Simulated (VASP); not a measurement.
OSZICAR of a VASP run on LaPt2 (space group Fd-3m):

OSZICAR:
```
       N       E                     dE             d eps       ncg     rms          rms(c)
DAV:   1     0.478794536471E+03    0.47879E+03   -0.17442E+04  1488   0.167E+03
DAV:   2     0.682076408725E+02   -0.41059E+03   -0.38876E+03  1752   0.343E+02
DAV:   3    -0.239563967227E+02   -0.92164E+02   -0.88014E+02  2205   0.157E+02
DAV:   4    -0.473536503884E+02   -0.23397E+02   -0.21955E+02  2872   0.649E+01
DAV:   5    -0.520716726026E+02   -0.47180E+01   -0.43639E+01  2624   0.266E+01    0.219E+01
DAV:   6    -0.523739371718E+02   -0.30226E+00   -0.18806E+02  2600   0.910E+01    0.158E+01
DAV:   7    -0.486179218079E+02    0.37560E+01   -0.25278E+01  2496   0.400E+01    0.749E+00
DAV:   8    -0.476856809494E+02    0.93224E+00   -0.87093E+00  2672   0.160E+01    0.343E+00
DAV:   9    -0.476126382710E+02    0.73043E-01   -0.13492E+00  2704   0.732E+00    0.902E-01
DAV:  10    -0.476236681226E+02   -0.11030E-01   -0.12379E-01  2656   0.222E+00    0.594E-01
DAV:  11    -0.476146075911E+02    0.90605E-02   -0.35625E-02  2528   0.159E+00    0.267E-01
DAV:  12    -0.476140092594E+02    0.59833E-03   -0.87603E-03  2768   0.617E-01    0.795E-02
DAV:  13    -0.476140304524E+02   -0.21193E-04   -0.92629E-04  2512   0.230E-01    0.333E-02
DAV:  14    -0.476140143936E+02    0.16059E-04   -0.21491E-04  2680   0.116E-01    0.154E-02
DAV:  15    -0.476140093267E+02    0.50670E-05   -0.30954E-05  2640   0.437E-02    0.293E-03
DAV:  16    -0.476140093320E+02   -0.52896E-08   -0.19366E-06  1408   0.111E-02
   1 F= -.47614009E+02 E0= -.47591298E+02  d E =-.454217E-01
```

Q: Which electronic solver shows in the log?

A: It is blocked Davidson (ALGO = Normal, or the opening steps of other solvers). The INCAR had ALGO = Normal.

Q: Can the final energy be trusted as converged?

A: Self-consistency was reached. It stopped with EDIFF = 1E-6, NELM = 100 (LDA (Ceperley-Alder, Perdew-Zunger), plane waves, VASP's LDA PAW potentials (set 64)).

The structure comes from a computed database's LaPt2 entry; how it stands against other phases isn't given here. The cell was not relaxed at this level. The run is one of a series of settings (GGA removed, POTCAR La Pt (LDA.64 set) against the base run), some of them coarse on purpose.
